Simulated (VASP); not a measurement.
The system is Ba.

```xyz
1
Lattice="-2.4465 2.4465 2.4465 2.4465 -2.4465 2.4465 2.4465 2.4465 -2.4465" Properties=species:S:1:pos:R:3 pbc="T T T"
Ba    0.0000    0.0000    0.0000
```

Base run:

| Property | Result |
| --- | --- |
| Program | VASP 6.6.1 |
| Functional | PBEsol |
| Potentials or basis | VASP PAW PBE potentials, release 64 (Ba_sv) |
| Cutoff | 520 eV |
| k mesh | 12 × 12 × 12 |
| Occupations | gaussian, width 0.5 eV |
| Spin | no spin polarisation |

Its results: band gap on the k mesh none (metal or under the smearing width); pressure 0.1 GPa.

Problem. The run is repeated on the same cell with these changes: functional from PBEsol to r2SCAN; occupations from gaussian, width 0.5 eV to gaussian, width 0.1 eV. What comes out?

Solution. Band gap on the k mesh none (metal or under the smearing width); pressure 1.1 GPa.

Caveats: the PAW data sets were made with another functional, which shifts forces and pressure a little.
